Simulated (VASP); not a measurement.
## Sr4Ti3NbO12: band structure with r2SCAN

Sr4Ti3NbO12:

```
CELL_PARAMETERS angstrom
-3.92756 3.92756 3.92756
3.92756 -3.92756 3.92756
3.92756 3.92756 -3.92756
ATOMIC_POSITIONS crystal
Sr 0.50000 0.50000 0.50000
Sr 0.00000 0.00000 0.50000
Sr 0.00000 0.50000 0.00000
Sr 0.50000 0.00000 0.00000
Nb 0.00000 0.00000 0.00000
Ti 0.50000 0.50000 0.00000
Ti 0.50000 0.00000 0.50000
Ti 0.00000 0.50000 0.50000
O 0.00000 0.25079 0.25079
O 0.50000 0.75000 0.25000
O 0.50000 0.25000 0.75000
O 0.00000 0.74921 0.74921
O 0.25079 0.00000 0.25079
O 0.75000 0.50000 0.25000
O 0.74921 0.00000 0.74921
O 0.25000 0.50000 0.75000
O 0.25079 0.25079 0.00000
O 0.74921 0.74921 0.00000
O 0.75000 0.25000 0.50000
O 0.25000 0.75000 0.50000
```

The cell was built by a generator and needn't be a form met in nature.

```
Program                : VASP 6.6.1
Task                   : band structure
Functional             : r2SCAN
Potentials or basis    : VASP PAW PBE potentials, release 64 (Sr_sv, Nb_sv, Ti_sv, O)
Cutoff                 : 520 eV
k mesh                 : 6 × 6 × 6
Occupations            : gaussian, width 0.03 eV
Spin                   : no spin polarisation
Further INCAR settings : ALGO = Normal; EDIFF = 1e-06; NBANDS = 96
```

```
Pressure                : 3.7 GPa
Largest force           : 0.010 eV/Å
Band gap along the path : none (metal or under the smearing width)
```

Forces in eV/Å, atoms in the order of the input:
```
Sr   0.000  0.000  0.000
Sr   0.000  0.000  0.000
Sr   0.000  0.000  0.000
Sr   0.000  0.000  0.000
Nb   0.000  0.000  0.000
Ti   0.000  0.000  0.000
Ti   0.000  0.000  0.000
Ti   0.000  0.000  0.000
O   -0.010  0.000  0.000
O    0.000  0.000  0.000
O    0.000  0.000  0.000
O    0.010  0.000  0.000
O    0.000 -0.010  0.000
O    0.000  0.000  0.000
O    0.000  0.010  0.000
O    0.000  0.000  0.000
O    0.000  0.000 -0.010
O    0.000  0.000  0.010
O    0.000  0.000  0.000
O    0.000  0.000  0.000
```

Levels at points of the mesh, in eV from the Fermi level:
```tsv
k point	band 76	band 77	band 78	band 79	band 80	band 81	band 82	band 83	band 84	band 85
(0.00, 0.00, 0.00)	-3.25	-3.25	-3.00	-3.00	-3.00	-0.35	-0.35	-0.35	1.68	1.68
(0.50, 0.00, 0.00)	-3.67	-3.55	-3.52	-3.49	-3.30	0.69	0.79	0.84	0.93	1.19
(0.50, 0.50, 0.50)	-3.47	-3.47	-2.90	-2.90	-2.90	-0.14	-0.14	-0.14	1.67	1.67
```

It took 17 min on 4 MPI ranks on Intel(R) Xeon(R) Platinum 8375C CPU @ 2.90GHz (Ice Lake) (shared host), peak memory 0.85 GiB a rank.

Caveat: the PAW data sets were made with another functional, which shifts forces and pressure a little; an odd number of electrons without spin polarisation forces a metal; a magnetic or distorted state may lie lower; semilocal functionals often make such compounds metallic where correlation or magnetic order opens a gap, which also shifts bond lengths.
